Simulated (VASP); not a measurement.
A convergence study with VASP on CsCl (space group Pm-3m): one setting is varied, all else stays as given below, so the limit is that of these other settings.

```yaml
crystal:
  lattice:
    - [4.14060, 0.00000, 0.00000]
    - [0.00000, 4.14060, 0.00000]
    - [0.00000, 0.00000, 4.14060]
  atoms:
    - { symbol: Cs, position: [0.00000, 0.00000, 0.00000] }
    - { symbol: Cl, position: [0.50000, 0.50000, 0.50000] }
```

Computed with PBE GGA, VASP's PBE PAW potentials (set 64) (plane waves; VASP). The tightest run used: 300 eV cut-off, 12×12×12 Γ-centred mesh, Gaussian smearing of 0.010 eV, potentials Cs_sv Cl.

```tsv
setting	highest Γ mode (cm⁻¹)	irreducible k-points
2×2×2 mesh	68.8	4
3×3×3 mesh	88.2	4
4×4×4 mesh	88.9	10
```

**Question.** These are the cheaper rows. Estimate the results at 12×12×12 mesh, and how far the last row shown lies from them.

**Answer.** 
```csv
quantity,tightest run,last row shown is off by
highest Γ mode (cm⁻¹),89.0,-0.1
```

Left out are rungs that failed or repeat a setting and relaxations that didn't move; long series are thinned to 24 rows.

The structure is a typed CsCl crystal (space group no. 221). The cell was not relaxed at this level.
